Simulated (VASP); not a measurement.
```
CELL_PARAMETERS angstrom
      0.00000     2.12000     2.12000
      2.12000     0.00000     2.12000
      2.12000     2.12000     0.00000
ATOMIC_POSITIONS crystal
  Ti 0.00000 0.00000 0.00000
  N  0.50000 0.50000 0.50000
```

All values below come from PBE GGA with D3 dispersion (zero damping), VASP's PBE PAW potentials (set 64) (plane waves; VASP). Numerical set-up: 520 eV cut-off, 13×13×13 Γ-centred mesh, first-order Methfessel-Paxton smearing of 0.10 eV, potentials Ti_sv N.

The ions, cell shape and volume are relaxed. What does this cell relax into?

```
CELL_PARAMETERS angstrom
      0.00000     2.10752     2.10752
      2.10752     0.00000     2.10752
      2.10752     2.10752     0.00000
ATOMIC_POSITIONS crystal
  Ti 0.00000 0.00000 0.00000
  N  0.50000 0.50000 0.50000
```
Space group Fm-3m (225), at a tolerance of 0.03 Å.

How do energy and volume change from the first to the last step?

The energy (σ→0) changes by -2.7 meV/atom and the volume by -1.8 %, in 4 ionic steps.

```csv
step,E(σ→0) (eV),max force (eV/Å),pressure (GPa),volume (Å³)
1,-20.3195,0.000,-5.20,19.06
2,-20.3120,0.000,7.65,18.22
3,-20.3249,0.000,-0.21,18.74
4,-20.3250,0.000,-0.13,18.72
```

The compound is TiN in the rock salt structure. This run relaxes it. Symmetry was kept, so distortions that lower it aren't found. The electron count is odd and the run is not spin-polarised, which forces a metal.
